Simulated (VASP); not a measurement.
The input files of a VASP run:

### POSCAR
```
BaGaSnH
1.0
  4.6152409366   0.0000000000   0.0000000000
 -2.3076204683   3.9969163628   0.0000000000
  0.0000000000   0.0000000000   5.3609579691
Ba Ga Sn H
1 1 1 1
Cartesian
 -0.0000023076   2.6646122408   0.0019096992
  4.6152409366   0.0000000000   2.2143317975
  2.3076227759   1.3323041220   2.9106906553
  0.0000000000   0.0000000000   0.4682996803
```

KPOINTS:
```
Automatic
0
Gamma
  7 7 5
0 0 0
```

### INCAR
```
SYSTEM=BaGaSnH
PREC=Accurate; ENCUT=400; LREAL=F
LASPH=T
EDIFF=1E-6; NELM=100; ALGO=Normal
LMAXMIX=4
ISMEAR=1; SIGMA=0.1
GGA=PE
IBRION=2; NSW=60; ISIF=3
EDIFFG=-0.02
LWAVE=F; LCHARG=F
```

POTCAR, in this order: Ba_sv Ga_d Sn_d H (PBE.64 set). Program: vasp_std.

Problem. Translate this PBE calculation to Quantum ESPRESSO's pw.x.

Solution. One equivalent input (not run):
```
&CONTROL
  calculation = 'vc-relax'
  pseudo_dir = './pseudo'
  outdir = './out'
  tprnfor = .true.
  tstress = .true.
  nstep = 60
  forc_conv_thr = 0.00078
/
&SYSTEM
  ibrav = 0
  nat = 4
  ntyp = 4
  ecutwfc = 80
  occupations = 'smearing'
  smearing = 'methfessel-paxton'
  degauss = 0.00735
  input_dft = 'pbe'
/
&ELECTRONS
  conv_thr = 7.3e-08
  electron_maxstep = 100
/
&IONS
/
&CELL
/
ATOMIC_SPECIES
  Ba 137.327 Ba.upf
  Ga 69.723 Ga.upf
  Sn 118.710 Sn.upf
  H 1.008 H.upf
CELL_PARAMETERS angstrom
     4.6152409    0.0000000    0.0000000
    -2.3076205    3.9969164   -0.0000000
    -0.0000000   -0.0000000    5.3609580
ATOMIC_POSITIONS crystal
  Ba   0.3333330  0.6666670  0.0003562
  Ga   1.0000000  0.0000000  0.4130478
  Sn   0.6666670  0.3333330  0.5429423
  H    0.0000000  0.0000000  0.0873537
K_POINTS automatic
  7 7 5 0 0 0
```
The two are equivalent in intent, not identical: the potentials are each code's own (VASP's PAW set, PseudoDojo norm-conserving files in pw.x), so ENCUT and ecutwfc are chosen apart and not converted; conv_thr bounds pw.x's estimated SCF error, while EDIFF bounds the energy change between steps; forc_conv_thr acts on force components and is met together with etot_conv_thr.

The structure comes from a computed database's BaGaSnH entry (P3m1); how it stands against other phases isn't given here. This run relaxes it. Symmetry was kept, so distortions that lower it aren't found. The start is the result of an earlier pass.
